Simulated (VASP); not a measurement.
# SiMo3 under strain, part 2 of 2

Aim: follow the pressure of SiMo3 through compression, expansion and shear. All runs use PBEsol. Left out of this account: 1 further run (self-consistent run: a reference on another mesh). The start is a cell from a database of measured crystal structures.

VASP 6.6.1; PBEsol; plane waves and PAW (Si, Mo_sv).

Still holding for the runs below: Spin-orbit coupling is off here; it would split degenerate levels.

So far, pressure (GPa): step 2 (bands, cell as listed) -4.52; step 3 (cell volume +4.0 %) -13.5; step 4 (cell volume +8.0 %) -20.7; step 5 (bands, sheared, principal strains -1.8, +0.3, +1.6 %) -4.36; step 6 (cell volume -4.0 %) 6.66.

## Step 7: Bands, volume times 0.92 (continued)

Electronic bands along the path, in eV, zero at the Fermi level; # counts the bands kept:

```
          point    #19    #20    #21    #22    #23    #24    #25   #26
              Γ  -1.77  -1.77   1.36   1.36   1.36   2.49   2.65  2.65
0.45 of the way  -1.63  -1.50   0.46   1.04   1.04   1.98   2.17  2.34
              X  -1.83  -1.83   0.33   0.33   0.96   0.96   1.64  1.64
0.55 of the way  -1.77  -1.46  -0.23  -0.17   0.15   0.19   0.27  0.61
              M  -1.36  -0.92  -0.92  -0.85  -0.77  -0.68  -0.08  0.32
0.45 of the way  -1.78  -1.34  -0.50   0.17   0.66   0.84   1.45  1.73
              Γ  -1.77  -1.77   1.36   1.36   1.36   2.49   2.65  2.65
0.55 of the way  -1.91  -1.91  -0.89  -0.89   0.72   0.72   1.26  1.59
              R  -1.23  -1.23  -1.23  -1.23  -1.23  -1.23   1.38  1.38
0.45 of the way  -1.71  -1.71  -1.07  -1.07  -0.17  -0.17   1.18  1.18
              X  -1.83  -1.83   0.33   0.33   0.96   0.96   1.64  1.64
      jump to M  -1.36  -0.92  -0.92  -0.85  -0.77  -0.68  -0.08  0.32
0.45 of the way  -1.54  -1.43  -1.02  -1.02  -0.83  -0.47   0.51  0.66
              R  -1.23  -1.23  -1.23  -1.23  -1.23  -1.23   1.38  1.38
```

Of the projections kept (Si, Mo), the largest for each band there; the rest of the weight can lie on other orbitals:

```
point      #19      #20      #21      #22      #23      #24      #25      #26
    Γ  Mo 1.00  Mo 1.00  Mo 1.00  Mo 1.00  Mo 1.00  Mo 0.52  Mo 1.00  Mo 1.00
    X  Mo 0.98  Mo 0.98  Mo 0.98  Mo 0.98  Mo 1.00  Mo 1.00  Mo 1.00  Mo 1.00
    M  Mo 1.00  Mo 1.00  Mo 1.00  Mo 1.00  Mo 0.81  Mo 0.89  Mo 1.00  Mo 0.99
    Γ  Mo 1.00  Mo 1.00  Mo 1.00  Mo 1.00  Mo 1.00  Mo 0.52  Mo 1.00  Mo 1.00
    R  Mo 0.96  Mo 0.96  Mo 0.96  Mo 0.96  Mo 0.96  Mo 0.96  Mo 0.99  Mo 0.99
    X  Mo 0.98  Mo 0.98  Mo 0.98  Mo 0.98  Mo 1.00  Mo 1.00  Mo 1.00  Mo 1.00
```

 The pressure is 20.57 GPa. The parabola predicted 20.14 GPa, -0.43 GPa off.

## Step 8: Bands, atoms displaced by up to 0.16 Å

The atoms are moved off their sites at random, as a crude picture of disorder.

The input, INCAR:

```
SYSTEM = SiMo3
PREC = Accurate
ENCUT = 400
EDIFF = 1E-06
NELM = 100
ISMEAR = -1
SIGMA = 0.05
LREAL = .FALSE.
ALGO = Normal
GGA = PS
NBANDS = 69
LASPH = .TRUE.
LORBIT = 11
LWAVE = .FALSE.
LCHARG = .FALSE.
KPAR = 8
```

The input, POSCAR:

```
SiMo3
1.0
    4.8890000000      0.0000000000      0.0000000000
    0.0000000000      4.8890000000      0.0000000000
    0.0000000000      0.0000000000      4.8890000000
Si Mo
2 6
Direct
    0.0037240000      0.0013710000     -0.0027830000
    0.4922160000      0.4939240000      0.5008810000
    0.2474710000     -0.0136320000      0.4895200000
    0.4944690000      0.7509840000     -0.0081450000
    0.7476480000     -0.0072650000      0.5196970000
    0.5103260000      0.2548330000     -0.0299760000
   -0.0016810000      0.4971390000      0.7456290000
    0.0109990000      0.5051030000      0.2609600000
```

The input, KPOINTS:

```
Automatic mesh
0
Gamma
6 6 6
0 0 0
```

The input, KPOINTS_OPT:

```
Line mode
12
Line-mode
Reciprocal
  0.00000000   0.00000000   0.00000000 GAMMA
  0.00000000   0.50000000   0.00000000 X

  0.00000000   0.50000000   0.00000000 X
  0.50000000   0.50000000   0.00000000 M

  0.50000000   0.50000000   0.00000000 M
  0.00000000   0.00000000   0.00000000 GAMMA

  0.00000000   0.00000000   0.00000000 GAMMA
  0.50000000   0.50000000   0.50000000 R

  0.50000000   0.50000000   0.50000000 R
  0.00000000   0.50000000   0.00000000 X

  0.50000000   0.50000000   0.00000000 M
  0.50000000   0.50000000   0.50000000 R
```

PAW data sets: Si and Mo_sv (PBE family, release 64).

Launch:

```bash
> mpirun -np 8 vasp_std
```

Wall time 43 s (8 MPI ranks of Intel Xeon 6975P-C (Granite Rapids), shared host); peak memory 6.1 GiB; 4.5 min of CPU time.

Numbers from this step:

| Item | Value |
| --- | --- |
| SCF cycles | 16 |
| irreducible k-points | 112 |
| symmetry operations | 1 |
| free energy (TOTEN) | -84.6754 eV |
| energy at zero smearing | -84.6588 eV |
| Fermi energy | 12.62 eV |
| pressure | -2.604 GPa |

Electronic bands along the path, in eV, zero at the Fermi level; # counts the bands kept:

```
          point    #19    #20    #21    #22    #23    #24   #25   #26
              Γ  -1.57  -1.43   1.11   1.20   1.44   1.85  2.25  2.28
0.55 of the way  -1.33  -1.26   0.19   0.84   1.04   1.55  1.75  1.89
              X  -1.64  -1.57   0.15   0.28   0.93   0.98  1.38  1.53
0.55 of the way  -1.52  -1.32  -0.36  -0.22   0.11   0.30  0.52  0.77
              M  -1.13  -1.00  -0.78  -0.70  -0.43  -0.35  0.15  0.43
0.45 of the way  -1.55  -1.11  -0.28   0.25   0.50   0.78  1.41  1.47
              Γ  -1.57  -1.43   1.11   1.20   1.44   1.85  2.25  2.28
0.55 of the way  -1.66  -1.57  -0.82  -0.53   0.42   0.92  1.23  1.37
              R  -1.41  -1.36  -1.01  -0.91  -0.86  -0.80  1.01  1.10
0.45 of the way  -1.49  -1.29  -0.98  -0.85  -0.27  -0.11  0.86  1.12
              X  -1.64  -1.57   0.15   0.28   0.93   0.98  1.38  1.53
      jump to M  -1.13  -1.00  -0.78  -0.70  -0.43  -0.35  0.15  0.43
0.45 of the way  -1.43  -1.26  -0.91  -0.76  -0.56  -0.26  0.56  0.70
              R  -1.41  -1.36  -1.01  -0.91  -0.86  -0.80  1.01  1.10
```

Of the projections kept (Si, Mo), the largest for each band there; the rest of the weight can lie on other orbitals:

```
point      #19      #20      #21      #22      #23      #24      #25      #26
    Γ  Mo 1.00  Mo 1.00  Mo 0.98  Mo 1.00  Mo 1.00  Mo 0.72  Mo 1.00  Mo 1.00
    X  Mo 0.98  Mo 0.98  Mo 0.98  Mo 0.98  Mo 1.00  Mo 1.00  Mo 0.99  Mo 0.99
    M  Mo 1.00  Mo 1.00  Mo 0.97  Mo 0.90  Mo 0.94  Mo 0.98  Mo 0.99  Mo 0.99
    Γ  Mo 1.00  Mo 1.00  Mo 0.98  Mo 1.00  Mo 1.00  Mo 0.72  Mo 1.00  Mo 1.00
    R  Mo 0.96  Mo 0.97  Mo 0.97  Mo 0.97  Mo 0.98  Mo 0.97  Mo 0.98  Mo 0.98
    X  Mo 0.98  Mo 0.98  Mo 0.98  Mo 0.98  Mo 1.00  Mo 1.00  Mo 0.99  Mo 0.99
```

Force by atom:

```
atom  x (eV/Å)  y (eV/Å)  z (eV/Å)  size
 Si1     -0.04     -0.03      0.26  0.27
 Si2      0.55      0.04     -0.74  0.92
 Mo3      0.13      0.89      0.41  0.99
 Mo4      0.62      0.02      0.35  0.71
 Mo5      0.15      0.07     -1.84  1.85
 Mo6     -0.71     -0.39      2.00  2.15
 Mo7      0.18      0.14      0.87  0.90
 Mo8     -0.89     -0.73     -1.31  1.74
```

 The pressure is -2.60 GPa, and the symmetry operations fall from 48 to 1.

## Step 9: Side by side

| cell | mesh | pressure (GPa) | gap (eV) |
| --- | --- | --- | --- |
| cell as listed | 6×6×6 | -4.52 | none |
| volume times 1.04 | 6×6×6 | -13.51 | none |
| volume times 1.08 | 6×6×6 | -20.74 | none |
| sheared, principal strains -1.8, +0.3, +1.6 % | 6×6×6 | -4.36 | none |
| volume times 0.96 | 6×6×6 | 6.66 | none |
| volume times 0.92 | 6×6×6 | 20.57 | none |
| atoms displaced by up to 0.16 Å | 6×6×6 | -2.60 | none |

## Step 10: Summary of results

- pressure, cell as listed: -4.52 GPa
- pressure, volume times 1.04: -13.5 GPa
- pressure, volume times 1.08: -20.7 GPa
- pressure, sheared, principal strains -1.8, +0.3, +1.6 %: -4.36 GPa
- pressure, volume times 0.96: 6.66 GPa
- pressure, volume times 0.92: 20.6 GPa
- pressure, atoms displaced by up to 0.16 Å: -2.60 GPa
- bulk modulus at the listed volume, shape and positions held: 253 GPa

In words: The slope of pressure against ln V at the listed volume gives a bulk modulus of 253 GPa at fixed shape and positions. Spin-orbit coupling is left out; it would split some degenerate bands.

[Lines on the potential files, build, host, timing and source positions are cut from VASP's logs without a mark.]

[Logs are printed without paths, hosts, clocks, repeated set-up lines and the standing remarks that a program may print on its own settings, such as how far it seeks lower states.]

[Hosts, paths, dates, database ids (printed as entryN), source tags and the programs' standing remarks are cut or masked in the printed files.]

[A measured line is paired with the nearest computed mode of its activity, which favours agreement.]
